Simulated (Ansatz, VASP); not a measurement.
**Cross-check of N between VASP and Ansatz**

One calculation is typed for both programs; each brings its own data sets. How far apart do they land? The structure shown is the end of the Ansatz relaxation below.

Program: Ansatz 0.2.0. Level of theory: plane waves, with VASP 6.6.1 beside it; single point at LDA. Results are calculated unless marked as measured.

### Step 1. The structure

Symmetry: P6_3/mmc, No. 194, hexagonal system. Conventional cell: a = 3.413 Å, b = 3.413 Å, c = 6.816 Å, α = 90.00°, β = 90.00°, γ = 120.00°. N has 1 N at 1.09 Å nearest.

Structure file:

```cif
data_structure
_symmetry_space_group_name_H-M 'P 1'
_symmetry_Int_Tables_number 1
_cell_length_a 3.4130
_cell_length_b 3.4130
_cell_length_c 6.8156
_cell_angle_alpha 90.000
_cell_angle_beta 90.000
_cell_angle_gamma 120.000
_cell_volume 68.75
loop_
_atom_site_label
_atom_site_type_symbol
_atom_site_fract_x
_atom_site_fract_y
_atom_site_fract_z
_atom_site_occupancy
N1 N 0.33333 0.66667 0.33026 1
N2 N 0.33333 0.66667 0.16974 1
N3 N 0.66667 0.33333 0.83026 1
N4 N 0.66667 0.33333 0.66974 1
```

### Step 2. Ansatz: relaxation, LDA

Ansatz runs on its default PAW (the set named soft_2) files.

This run makes the geometry at which the two programs are then compared.

input.yaml reads:

```yaml
crystal:
  lattice:
    - [3.4373012154, -2.381e-07, 0.0]
    - [-1.7186504015, 2.9767902921, 0.0]
    - [0.0, 0.0, 6.7195154847]
  atoms:
    - { symbol: "N", position: [0.3333333333, 0.6666666667, 0.3297478716] }
    - { symbol: "N", position: [0.3333333333, 0.6666666667, 0.1702521284] }
    - { symbol: "N", position: [0.6666666667, 0.3333333333, 0.8297478716] }
    - { symbol: "N", position: [0.6666666667, 0.3333333333, 0.6702521284] }
kpoints:
  mp_grid: { grid: [9, 9, 4] }
hamiltonian:
  xc: lda
scf:
  occupations: { method: gaussian, width: 0.02 }
output:
  forces: true
  stress: true
  eigenvalues: true
  write_density: true
  write_potential: true
  elf: true
  volumetric_format: npy
relax:
  adjacent_minimum: "off"
  f_tol: 0.001
  max_steps: 60
  cell: { stress_tol: 0.02, fix: [volume] }
```

Launch:

```bash
$ ansatz run input.yaml --threads 4 --pin off --max-ram 8192MiB --backend cpu --events-out ev --progress --plain --runs-dir out
```

Numbers of over 12 decimals in the logs are rounded to 6 here.

What it wrote:

```text
Engine: ansatz 0.2.0, aarch64-unknown-linux-gnu
Pseudopotentials: kind: paw
Pseudopotential: N, paw, valence charge 5, recommended cutoff 420 eV (normal), N.paw.azcp
Functional definition: SPW92
  exchange = slater_x
  correlation = pw_c
Crystal: 4 atoms, lattice volume = 68.755 Å³
Basis set: ecut = 420 eV, 1331 PW (Γ)
Bands: 14, of which v1, the nominal top of the filled ones, is band 10 counted from 1 (9 counted from 0)
Symmetry: 24 space group operations
Space group: P63/mmc (ITA 194), of the structure as read, at distance tolerance 4.1e-5 Å
k-points: 36 of 324
Non-local potential: N, projectors of the file, l = 0: 2, l = 1: 2, l = 2: 1
PAW form: soft (Blöchl's): semilocal exchange-correlation on the pseudo side does not see the compensation charge
PAW frozen core: N, regenerated for the run's functional, and the local potential with it (the file was generated under x = pbe(κ = 0.804, μ = 0.219515), c = pbe(β = 0.066725))
PAW one-centre angular grid: N, 110 points (default); XC on 64 Gauss nodes
Initial density: superposition of atomic densities (neutral atoms: chi_scale 0, normalization atom), corrected by the library's trained network
Initial wavefunctions: pseudopotential atomic-orbital guess
Functional: x = slater, c = lda
SCF iter   1: F=—  HF=-1494.436060 eV  |F-HF|=—  |Δ(HF+E_count)|=         —  Δρ=7.34e-3  dr2=3.91e-2  ethr=1.77e-3  ⟨swp⟩=5.5  Hψ=2748  notcnv=0
preconditioner: auto → none  [insulator: Δε(μ)=6.442 eV  Ē_g=13.460 eV  σ=0.020 eV  W_gap=1.00  n_scr=10 (ndim 8)  ℏωp=20.0 eV  f_vac=0.139  D(μ)=0.00/eV (n_scr^D=0)  ε∞_Penn≈3.2]
SCF iter   2: F=—  HF=-1494.423295 eV  |F-HF|=—  |Δ(HF+E_count)|=   1.28e-2  Δρ=2.56e-3  dr2=2.31e-3  ethr=1.96e-4  ⟨swp⟩=2.8  Hψ=1240  notcnv=0
SCF iter   3: F=—  HF=-1494.422863 eV  |F-HF|=—  |Δ(HF+E_count)|=   4.32e-4  Δρ=8.55e-4  dr2=2.18e-4  ethr=1.15e-5  ⟨swp⟩=2.0  Hψ=779  notcnv=0
SCF iter   4: F=—  HF=-1494.422845 eV  |F-HF|=—  |Δ(HF+E_count)|=   1.81e-5  Δρ=4.65e-5  dr2=6.23e-7  ethr=1.09e-6  ⟨swp⟩=1.4  Hψ=610  notcnv=0
SCF iter   5: F=—  HF=-1494.422848 eV  |F-HF|=—  |Δ(HF+E_count)|=   3.42e-6  Δρ=1.26e-5  dr2=4.41e-8  ethr=3.11e-9  ⟨swp⟩=2.2  Hψ=855  notcnv=0
SCF iter   6: F=-1494.422848 eV  HF=-1494.422848 eV  |F-HF|=4.90e-9  |Δ(HF+E_count)|=   1.78e-8  Δρ=4.12e-6  dr2=8.20e-9  ethr=2.20e-10  ⟨swp⟩=6.0  Hψ=3081  notcnv=0
SCF 1 converged in 6 iterations: F = -1494.422848 eV  dr2 = 8.20e-9
  greatest PAW one-centre occupation: 0.853 electrons in one spin orbital (limit 2), on the N atom at site 3 (counted from 0), in its partial waves of l = 0
relax step   1: F+E_penalty+E_count = -1494.42284835 eV  Δ(F+E_penalty+E_count) = +0.000e0 eV  max|allowed force component| = 3.517e0 eV/Å  Δτ_max = 0.0000 Å  P = +6.215 GPa  Ω = 68.755 Å³  fix = [volume]  reactions: volume +6.215 GPa  (6 SCF iters, dr2 threshold 1.00e-7 eV, accepted)
[...]
relax step   2: F+E_penalty+E_count = -1494.49828116 eV  Δ(F+E_penalty+E_count) = -7.543e-2 eV  max|allowed force component| = 4.557e-1 eV/Å  Δτ_max = 0.0092 Å  P = -0.414 GPa  Ω = 68.755 Å³  energy of the carried Pulay correction = -1.416e-16 eV  fix = [volume]  reactions: volume -0.414 GPa  (5 SCF iters, dr2 threshold 4.00e-7 eV, accepted)
[...]
relax step   5: F+E_penalty+E_count = -1494.50000436 eV  Δ(F+E_penalty+E_count) = -3.466e-5 eV  max|allowed force component| = 1.753e-4 eV/Å  Δτ_max = 0.0010 Å  P = +0.334 GPa  Ω = 68.755 Å³  energy of the carried Pulay correction = -1.416e-16 eV  fix = [volume]  reactions: volume +0.334 GPa  (4 SCF iters, dr2 threshold 2.14e-8 eV, accepted)
[...]
relax step   6: F+E_penalty+E_count = -1494.49968104 eV  Δ(F+E_penalty+E_count) = +3.233e-4 eV  max|allowed force component| = 3.900e-3 eV/Å  Δτ_max = 0.0000 Å  P = +0.354 GPa  Ω = 68.755 Å³  fix = [volume]  reactions: volume +0.354 GPa  stress off target by 4.06e-2 GPa on what of the cell is left free  SCF on the basis re-selected at this cell (its energy is not comparable with the rows above)  (5 SCF iters)
[...]
relax step   7: F+E_penalty+E_count = -1494.49977893 eV  Δ(F+E_penalty+E_count) = -9.789e-5 eV  max|allowed force component| = 1.195e-4 eV/Å  Δτ_max = 0.0007 Å  P = +0.344 GPa  Ω = 68.755 Å³  energy of the carried Pulay correction = +8.440e-5 eV  fix = [volume]  reactions: volume +0.344 GPa  (4 SCF iters, dr2 threshold 4.13e-9 eV, accepted)
[...]
relax step   8: F+E_penalty+E_count = -1494.49965974 eV  Δ(F+E_penalty+E_count) = +1.192e-4 eV  max|allowed force component| = 4.283e-4 eV/Å  Δτ_max = 0.0000 Å  P = +0.345 GPa  Ω = 68.755 Å³  fix = [volume]  reactions: volume +0.345 GPa  stress off target by 1.71e-2 GPa on what of the cell is left free  SCF on the basis re-selected at this cell (its energy is not comparable with the rows above)  (4 SCF iters)
basis re-selected at this cell: Δ(F+E_penalty+E_count) = +1.192e-4 eV, ΔP = +0.001 GPa vs the last step (what re-selecting the basis moved, of the pressure what is left beyond the Pulay correction that the steps carried, after the strain that the cell walked since its last selection, with what the two solves' SCF thresholds leave and, on support functions, any second-order correction that the steps lacked; it is no m [...]
SCF converged after 4 iterations
Free energy (F): -1494.499660 eV
Harris-Foulkes:  -1494.499660 eV  (|F-HF|=6.82e-13)
Internal energy: -1494.499660 eV  (E = F + TS)
E sigma→0 (E₀):  -1494.499660 eV
Fermi energy:    -0.741169 eV
--- Per-component energies (eV) ---
  E_band       = -188.157776
  E_kinetic    = 500.420364
  E_local      = -1327.484149  (includes V_loc(G=0)·N_el)
  E_nonlocal   = 198.282889
  E_hartree    = 404.732448
  E_xc         = -225.408941
  E_vxc        = -287.555940  (∫ρ·V_xc dr)
  E_paw        = -472.931429  (= ΣΔE_a)
  E_vpaw       = -81.286195  (= ΣTr[D̂ρ^β])
  E_aug_tail   = 0.000330  (compensation charges beyond the density's cutoff)
  E_ewald      = -572.431348
  E_core_change = 0.320176  (= ΣΔE_core)
  E_smearing   = -0.000000  (= −TS)
  E_closure    = -0.000000  (closes the sum)
  Σ components = -1494.499660   (vs F -1494.499660, Δ=0.00e0)
--- Forces (eV/Å), atoms counted from 1 ---
  atom   1  N     -0.00000000     0.00000000     0.00042835
  atom   2  N     -0.00000000     0.00000000    -0.00042835
  atom   3  N      0.00000000    -0.00000000     0.00042835
  atom   4  N      0.00000000    -0.00000000    -0.00042835
  max |Σ_I F_I| component: 4.34e-19 eV/Å
--- Stress (GPa, compression-positive) ---
        0.336824       0.000000       0.000000
        0.000000       0.336824      -0.000000
       -0.000000      -0.000000       0.362535
  P = ⅓ Tr σ = 0.3454 GPa (3.454 kbar)
--- Band table (eV; the first three rows and the last of 36) ---
  k-point 0: bands = [... 6 lower, -5.6973, -5.5744, -5.5744, -3.8772, 4.0875, 4.0875, 4.6031, 4.6031]
  k-point 1: bands = [... 6 lower, -5.5927, -5.5927, -5.5049, -4.1029, 4.1607, 4.1607, 4.5242, 4.5242]
  k-point 2: bands = [... 6 lower, -5.6365, -5.6365, -4.7074, -4.7074, 4.3386, 4.3386, 4.3386, 4.3386]
  k-point 35: bands = [... 6 lower, -6.2819, -6.2819, -4.4797, -4.4797, 3.2198, 3.2198, 3.4698, 3.4698]
--- Relaxed structure (6 steps of the walk, 6 accepted, 2 SCFs on fresh bases) ---
  F+E_penalty+E_count = -1494.49965974 eV   max|allowed force component| = 4.283e-4 eV/Å   (the final SCF, on the basis selected at the relaxed cell)
  cell:  # Å, volume = 68.7549 Å³
    - [3.412987, -2.3641539701120664e-7, 0.0]
    - [-1.706493, 2.955734, 0.0]
    - [0.0, 0.0, 6.815596]
  atoms:
    - { symbol: N, position: [0.333333, 0.666667, 0.330256] }
    - { symbol: N, position: [0.333333, 0.666667, 0.169744] }
    - { symbol: N, position: [0.666667, 0.333333, 0.830256] }
    - { symbol: N, position: [0.666667, 0.333333, 0.669744] }
```

### Step 3. VASP: single point, LDA, pair 1

The same cell, functional (in two slightly different forms), mesh and smearing now go to VASP, with its own data sets.

Lines of VASP's logs that name or quote its potential files are left out, and so is its time.

INCAR reads:

```
SYSTEM = N
PREC = Accurate
ENCUT = 600
EDIFF = 1E-06
NELM = 120
ISMEAR = 0
SIGMA = 0.02
LREAL = .FALSE.
ALGO = Normal
GGA = PW92
NBANDS = 16
LORBIT = 11
LWAVE = .FALSE.
LCHARG = .FALSE.
ISIF = 2
LASPH = .TRUE.
GGA_COMPAT = .FALSE.
EFERMI = MIDGAP
KPAR = 2
```

POSCAR reads:

```
N
1.0
    3.4129870180     -0.0000002364      0.0000000000
   -1.7064933042      2.9557335785      0.0000000000
    0.0000000000      0.0000000000      6.8155964751
N
4
Direct
    0.3333333334      0.6666666668      0.3302556417
    0.3333333334      0.6666666668      0.1697443583
    0.6666666668      0.3333333334      0.8302556417
    0.6666666668      0.3333333334      0.6697443583
```

KPOINTS reads:

```
Automatic mesh
0
Gamma
9 9 4
0 0 0
```

The projector-augmented-wave data sets are N (LDA family, release 64).

Launch:

```bash
$ mpirun -np 2 vasp_std
```

What it wrote:

```text
[banner, memory and clock lines left out]
running    2 mpi-ranks, on    1 nodes
 distrk:  each k-point on    1 cores,    2 groups
 distr:  one band on    1 cores,    1 groups

 POSCAR found type information on POSCAR N
 POSCAR found :  1 types and       4 ions
|                                                                             |
|               ----> ADVICE to this user running VASP <----                  |
|                                                                             |
|     You enforced a specific xc type in the INCAR file but a different       |
|     [... a line on the potential file left out ...]
|     I HOPE YOU KNOW WHAT YOU ARE DOING!                                     |
|                                                                             |

 LDA part: xc-table for (Slater(with rela. corr.)+PW92), standard interpolation
 POSCAR, INCAR and KPOINTS ok, starting setup
 FFT: planning ... GRIDC
 FFT: planning ... GRID_SOFT
 FFT: planning ... GRID
 WAVECAR not read
 entering main loop
       N       E                     dE             d eps       ncg     rms          rms(c)
DAV:   1     0.112889253406E+03    0.11289E+03   -0.10918E+04  1152   0.123E+03
DAV:   2    -0.300829225531E+02   -0.14297E+03   -0.13818E+03  1624   0.249E+02
DAV:   3    -0.371542755788E+02   -0.70714E+01   -0.70485E+01  1256   0.648E+01
DAV:   4    -0.371988167470E+02   -0.44541E-01   -0.44530E-01  1448   0.604E+00
DAV:   5    -0.371992168938E+02   -0.40015E-03   -0.40009E-03  1320   0.523E-01    0.113E+01
DAV:   6    -0.356001531587E+02    0.15991E+01   -0.20273E+00  1152   0.105E+01    0.640E+00
DAV:   7    -0.352239830274E+02    0.37617E+00   -0.11781E+00  1440   0.825E+00    0.170E+00
DAV:   8    -0.352092399724E+02    0.14743E-01   -0.83597E-02  1232   0.202E+00    0.247E-01
DAV:   9    -0.352090834739E+02    0.15650E-03   -0.28492E-03  1240   0.398E-01    0.119E-01
DAV:  10    -0.352090633557E+02    0.20118E-04   -0.49068E-04  1408   0.163E-01    0.338E-02
DAV:  11    -0.352090509842E+02    0.12371E-04   -0.25181E-05  1320   0.423E-02    0.564E-03
DAV:  12    -0.352090514370E+02   -0.45275E-06   -0.42336E-06  1392   0.157E-02
   1 F= -.35209051E+02 E0= -.35209051E+02  d E =0.000000E+00
```

OUTCAR, selected parts (step 3):

```text
ion  position               nearest neighbor table
   1  0.333  0.667  0.330-   2 1.09
   2  0.333  0.667  0.170-   1 1.09
   3  0.667  0.333  0.830-   4 1.09
   4  0.667  0.333  0.670-   3 1.09

  LATTYP: Found a hexagonal cell.
 ALAT       =     3.4129870180
 C/A-ratio  =     1.9969593905

 Subroutine GETGRP returns: Found 24 space group operations
 (whereof 12 operations were pure point group operations)

The static configuration has the point symmetry D_3d.
 The point group associated with its full space group is D_6h.

 Found     36 irreducible k-points:

   k-points           NKPTS =     36   k-points in BZ     NKDIM =     36   number of bands    NBANDS=     16

   dimension x,y,z NGX =    28 NGY =   28 NGZ =   54
   dimension x,y,z NGXF=    56 NGYF=   56 NGZF=  108

   ENCUT  =  600.0 eV  44.10 Ry    6.64 a.u.   6.82  6.82 13.61*2*pi/ulx,y,z

   NELECT =      20.0000    total number of electrons

 k-points in reciprocal lattice and weights: Automatic mesh
   0.00000000  0.00000000  0.00000000       0.003
   0.11111111  0.00000000  0.00000000       0.019
   0.22222222  0.00000000  0.00000000       0.019
   0.33333333 -0.00000000  0.00000000       0.019
   0.44444444  0.00000000  0.00000000       0.019
   0.11111111  0.11111111  0.00000000       0.019
   0.22222222  0.11111111  0.00000000       0.037
   0.33333333  0.11111111  0.00000000       0.037
   0.44444444  0.11111111  0.00000000       0.019
[...]
0.33333333  0.22222222  0.50000000       0.037
   0.33333333  0.33333333  0.50000000       0.006

 average (electrostatic) potential at core
       1 -71.5151       2 -71.5151       3 -71.5151       4 -71.5151

 E-fermi :  -1.9416

 k-point     1 :       0.0000    0.0000    0.0000
  band No.  band energies     occupation
    ...
      6      -6.9571      2.00000
      7      -6.9571      2.00000
      8      -6.8351      2.00000
      9      -6.8351      2.00000
     10      -5.0553      2.00000
     11       2.8655      0.00000
     12       2.8655      0.00000
     13       3.3811      0.00000
     14       3.3811      0.00000
     15       5.7940      0.00000
    ...

 k-point     2 :       0.1111    0.0000    0.0000
  band No.  band energies     occupation
    ...
      6      -7.0955      2.00000
      7      -6.9942      2.00000
      8      -6.8534      2.00000
      9      -6.6739      2.00000
     10      -5.0476      2.00000
     11       2.6717      0.00000
     12       2.7847      0.00000
     13       3.1739      0.00000
     14       3.3959      0.00000
     15       6.0737      0.00000
    ...

 k-point     3 :       0.2222    0.0000    0.0000
  band No.  band energies     occupation
    ...
      6      -7.4147      2.00000
      7      -7.0826      2.00000
      8      -6.9036      2.00000
      9      -6.4133      2.00000
     10      -5.0619      2.00000
     11       2.1466      0.00000
     12       2.6088      0.00000
     13       2.7799      0.00000
     14       3.4077      0.00000
     15       6.6547      0.00000
    ...

  Total        0.0780704      0.0780704      3.2675948      0.0000000      0.0000000     -0.0000000
  in kB        1.8192532      1.8192532     76.1438804      0.0000000      0.0000000     -0.0000000
  external PRESSURE =      26.5941289 kB  Pullay stress =       0.0000000 kB

  energy-cutoff  :      600.00
  volume of cell :       68.75
      direct lattice vectors                 reciprocal lattice vectors
     3.412987018 -0.000000236  0.000000000     0.292998489  0.169162730  0.000000000
    -1.706493304  2.955733578  0.000000000     0.000000023  0.338325500  0.000000000
     0.000000000  0.000000000  6.815596475     0.000000000  0.000000000  0.146722301

 POSITION                                       TOTAL-FORCE (eV/Angst)
 -----------------------------------------------------------------------------------
      0.00000      1.97049      2.25089        -0.000000      0.000000      1.469435
      0.00000      1.97049      1.15691        -0.000000      0.000000     -1.469435
      1.70649      0.98524      5.65869         0.000000     -0.000000      1.469435
      1.70649      0.98524      4.56471         0.000000     -0.000000     -1.469435
 -----------------------------------------------------------------------------------
    total drift:                               -0.000000     -0.000001     -0.000000

  FREE ENERGIE OF THE ION-ELECTRON SYSTEM (eV)
  ---------------------------------------------------
  free  energy   TOTEN  =       -35.2090514370 eV

  energy  without entropy=      -35.2090514370  energy(sigma->0) =      -35.20905144

 total charge
# of ion       s       p       d       tot
------------------------------------------
    1        1.363   2.494   0.000   3.857
    2        1.363   2.494   0.000   3.857
    3        1.363   2.494   0.000   3.857
    4        1.363   2.494   0.000   3.857
--------------------------------------------------
tot          5.453   9.975   0.000  15.428

[... 3 further parts left out ...]
```

The run ends at a pressure of 2.66 GPa, with forces up to 1.5 eV/Å.

### Step 4. Side by side

Known differences besides the potentials themselves: the cutoff is 420 eV in Ansatz and 600 eV in VASP; VASP's log shows a relativistic correction to its local exchange, Ansatz's none; Ansatz's pressure holds a Pulay correction, VASP's none. Total energies have different zeros and are not compared.

Both answers:

| quantity | Ansatz | VASP | difference |
| --- | --- | --- | --- |
| pressure (GPa) | 0.35 | 2.66 | -2.31 |
| gap on the k mesh (eV) | 6.259 | 6.212 | +0.046 |

Forces (eV/Å; atoms numbered as in POSCAR):

```csv
atom,"Ansatz x, y, z","VASP x, y, z"
N1,"0.000, 0.000, 0.000","0.000, 0.000, 1.469"
N2,"0.000, 0.000, 0.000","0.000, 0.000, -1.469"
N3,"0.000, 0.000, 0.000","0.000, 0.000, 1.469"
N4,"0.000, 0.000, 0.000","0.000, 0.000, -1.469"
```

The forces differ by 848 meV/Å r.m.s., where the r.m.s. force is 0.000 eV/Å in Ansatz and 0.848 eV/Å in VASP: the atoms lie near their places of rest in Ansatz, so a percentage would say little (all taken over all components). A gap on the mesh is an upper bound, since the band edges may lie between its points.

### Step 5. Ansatz: relaxation, LDA

This run makes the geometry at which the two programs are then compared. The cell compared in this pair holds 70.95 Å³, against 68.75 Å³ for the pair before.

The structure compared here is the end of the Ansatz relaxation.

input.yaml, the sections that differ from step 2:

```yaml
crystal:
  lattice:
    - [3.4734859926, -2.406e-07, 0.0]
    - [-1.7367427879, 3.0081272296, 0.0]
    - [0.0, 0.0, 6.7902524249]
  atoms:
    - { symbol: "N", position: [0.3333333333, 0.6666666667, 0.3297478716] }
    - { symbol: "N", position: [0.3333333333, 0.6666666667, 0.1702521284] }
    - { symbol: "N", position: [0.6666666667, 0.3333333333, 0.8297478716] }
    - { symbol: "N", position: [0.6666666667, 0.3333333333, 0.6702521284] }
output:
  forces: true
  stress: true
  eigenvalues: true
# kpoints, hamiltonian, scf, relax: as in step 2
```

Launch:

```bash
$ ansatz run input.yaml --threads 4 --pin off --max-ram 8192MiB --backend cpu --events-out ev --progress --plain --runs-dir out
```

What it wrote:

```text
[...]
Crystal: 4 atoms, lattice volume = 70.949 Å³
Basis set: ecut = 420 eV, 1373 PW (Γ)
Bands: 14, of which v1, the nominal top of the filled ones, is band 10 counted from 1 (9 counted from 0)
Symmetry: 24 space group operations
[...]
k-points: 36 of 324
[...]
--- Relaxed structure (8 steps of the walk, 6 accepted, 2 SCFs on fresh bases) ---
[...]
cell:  # Å, volume = 70.9492 Å³
    - [3.456779, -2.394624316920706e-7, 0]
    - [-1.728389, 2.993658, 0]
    - [0, 0, 6.856048]
  atoms:
    - { symbol: N, position: [0.333333, 0.666667, 0.329786] }
    - { symbol: N, position: [0.333333, 0.666667, 0.170214] }
    - { symbol: N, position: [0.666667, 0.333333, 0.829786] }
    - { symbol: N, position: [0.666667, 0.333333, 0.670214] }
[key lines of the parts left out:]
SCF converged after 3 iterations
Free energy (F): -1494.502668 eV
Fermi energy:    -0.916314 eV
P = ⅓ Tr σ = 0.1415 GPa (1.415 kbar)
```

[end of part 1 of 2]

[Lines on the potential files, build, host, timing and source positions are cut from VASP's logs without a mark.]

[Logs are printed without paths, hosts, clocks, repeated set-up lines and the standing remarks that a program may print on its own settings, such as how far it seeks lower states.]

[Hosts, paths, dates, database ids (printed as entryN), source tags and the programs' standing remarks are cut or masked in the printed files.]
